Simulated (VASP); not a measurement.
**PbSe (relaxed from the rock salt structure, space group Fm-3m): computed properties**

All values below come from PBE GGA, VASP's PBE PAW potentials (set 64) (plane waves; VASP 6.6.1).

```
Quantity                                                                         Result
---------------------------------------------  ----------------------------------------
space group                                                                 Fm-3m (225)
cell                                           a = b = c = 6.2144 Å, α = β = γ = 90.00°
volume per atom                                                           30.00 Å³/atom
band gap (over mesh and band path)                                              0.43 eV
smallest direct gap (over mesh and band path)                                   0.43 eV
band-edge character                                                      direct, L to L
density                                                                      7.92 g/cm³
```

PbSe is taken in the cubic space group Fm-3m (No. 225), the rock salt structure, Pearson symbol cF8. Lattice parameters: a = 6.214 Å, b = 6.214 Å, c = 6.214 Å, α = 90.00°, β = 90.00°, γ = 90.00°. Pb on 4a sees 6 Se at 3.107 Å (octahedral). Se on 4b sees 6 Pb at 3.107 Å (octahedral). (Neighbours: up to the widest gap in distance over summed covalent radii, below 1.35, at either atom; cation-cation and far metal-metal contacts left out.)
(The calculation used a cell of 2 atoms; values per cell refer to that cell.)

Unless said otherwise, spin-orbit coupling is left out, though it shifts the bands of the heavy elements here.

The structure was generated: PbSe was put into the rock salt type (Fm-3m), which need not be its known phase. It was relaxed first, which changed the volume by +27 %. Symmetry was kept, so distortions that lower it aren't found.
